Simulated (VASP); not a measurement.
Output of a VASP run:

### OSZICAR
```
       N       E                     dE             d eps       ncg     rms          rms(c)
DAV:   1     0.343613920641E+02    0.34361E+02   -0.45629E+03   846   0.961E+02
DAV:   2    -0.263144427391E+02   -0.60676E+02   -0.59691E+02  1020   0.157E+02
DAV:   3    -0.289411998239E+02   -0.26268E+01   -0.26153E+01  1091   0.386E+01
DAV:   4    -0.290156848112E+02   -0.74485E-01   -0.74414E-01  1389   0.516E+00
DAV:   5    -0.290167075926E+02   -0.10228E-02   -0.10227E-02  1149   0.411E-01    0.157E+00
DAV:   6    -0.255985081817E+02    0.34182E+01   -0.10155E+00  1296   0.780E+00    0.133E+00
DAV:   7    -0.255627583372E+02    0.35750E-01   -0.29273E-02   963   0.173E+00    0.140E+00
DAV:   8    -0.259215795596E+02   -0.35882E+00   -0.10750E-01   963   0.380E+00    0.458E-01
DAV:   9    -0.259654889684E+02   -0.43909E-01   -0.87410E-02  1022   0.340E+00    0.278E-01
DAV:  10    -0.259055737494E+02    0.59915E-01   -0.38002E-02   945   0.239E+00    0.248E-01
DAV:  11    -0.259581744312E+02   -0.52601E-01   -0.16617E-02   910   0.114E+00    0.110E-01
DAV:  12    -0.261885717060E+02   -0.23040E+00   -0.26557E-01  1018   0.364E+00    0.169E-01
DAV:  13    -0.260434430622E+02    0.14513E+00   -0.14056E-01   983   0.291E+00    0.208E-01
DAV:  14    -0.261550378281E+02   -0.11159E+00   -0.60682E-02   878   0.152E+00    0.156E-01
DAV:  15    -0.261601656378E+02   -0.51278E-02   -0.21189E-03  1273   0.437E-01    0.122E-01
DAV:  16    -0.261906986240E+02   -0.30533E-01   -0.34772E-02   882   0.189E+00    0.520E-02
DAV:  17    -0.261908733578E+02   -0.17473E-03   -0.11101E-03  1234   0.317E-01    0.454E-02
DAV:  18    -0.261913952293E+02   -0.52187E-03   -0.53411E-04   908   0.218E-01    0.508E-02
DAV:  19    -0.261908101236E+02    0.58511E-03   -0.12377E-03   848   0.267E-01    0.200E-02
DAV:  20    -0.261911294447E+02   -0.31932E-03   -0.31994E-04   901   0.229E-01    0.299E-02
DAV:  21    -0.261911347050E+02   -0.52604E-05   -0.25333E-05  1067   0.536E-02    0.290E-02
DAV:  22    -0.261911790762E+02   -0.44371E-04   -0.36839E-05   913   0.691E-02    0.198E-02
DAV:  23    -0.261911874087E+02   -0.83324E-05   -0.10142E-05   995   0.443E-02    0.142E-02
DAV:  24    -0.261911879940E+02   -0.58532E-06   -0.26406E-06   879   0.192E-02    0.903E-03
DAV:  25    -0.261911891573E+02   -0.11633E-05   -0.15665E-06  1003   0.153E-02    0.601E-03
DAV:  26    -0.261911895989E+02   -0.44160E-06   -0.67642E-07   872   0.104E-02    0.344E-03
DAV:  27    -0.261911889974E+02    0.60150E-06   -0.31681E-07   925   0.709E-03    0.239E-03
DAV:  28    -0.261911889568E+02    0.40599E-07   -0.29098E-08   680   0.240E-03
   1 F= -.26191189E+02 E0= -.26191075E+02  d E =-.343165E-03
```

### OUTCAR
```
------------------------ aborting loop because EDIFF is reached ----------------------------------------
  FORCE on cell =-STRESS in cart. coord.  units (eV):
  Direction    XX          YY          ZZ          XY          YZ          ZX
  --------------------------------------------------------------------------------------
  Total       -0.0164563     -0.0164563     -0.0164563      0.0000000      0.0000000     -0.0000000
  in kB       -0.4131391     -0.4131391     -0.4131391      0.0000000      0.0000000     -0.0000000
  external PRESSURE =      -0.4131391 kB  Pullay stress =       0.0000000 kB
  volume of cell :       63.82
      direct lattice vectors                 reciprocal lattice vectors
    -2.517458767  2.517458767  2.517458767     0.000000000  0.198612985  0.198612985
     2.517458767 -2.517458767  2.517458767     0.198612985  0.000000000  0.198612985
     2.517458767  2.517458767 -2.517458767     0.198612985  0.198612985  0.000000000
 POSITION                                       TOTAL-FORCE (eV/Angst)
 -----------------------------------------------------------------------------------
      0.00000      0.00000      0.00000         0.000000     -0.000000     -0.000000
 -----------------------------------------------------------------------------------
    total drift:                                0.000000      0.000000     -0.000000
  FREE ENERGIE OF THE ION-ELECTRON SYSTEM (eV)
  ---------------------------------------------------
  free  energy   TOTEN  =       -26.1911889568 eV

  energy  without entropy=      -26.1908457913  energy(sigma->0) =      -26.19107457
```
(Selected blocks of OUTCAR.)

### POSCAR
```
Ba
1
   -2.5174587672     2.5174587672     2.5174587672
    2.5174587672    -2.5174587672     2.5174587672
    2.5174587672     2.5174587672    -2.5174587672
Ba
1
Direct
  0.0000000000   0.0000000000   0.0000000000
```

Q: Reconstruct the remaining input files.

A: This is not unique; one that fits is the input of the run itself, r2SCAN+rVV10, plane waves, VASP's PBE PAW potentials (set 64).

### INCAR
```
SYSTEM = Ba
PREC = Accurate
ENCUT = 520
EDIFF = 1E-7
NELM = 100
ALGO = Normal
LREAL = .FALSE.
LASPH = .TRUE.
ISMEAR = 1
SIGMA = 0.1
METAGGA = R2SCAN
LUSE_VDW = .TRUE.
BPARAM = 11.95
CPARAM = 0.0093
LMIXTAU = .TRUE.
LMAXMIX = 4
LWAVE = .FALSE.
LCHARG = .FALSE.
ISIF = 2
```

### KPOINTS
```
Automatic mesh
0
Gamma
10 10 10
0 0 0
```

POTCAR, in this order: Ba_sv (PBE.64 set). Program: vasp_std.

The compound is Ba in the bcc structure. It was relaxed first.
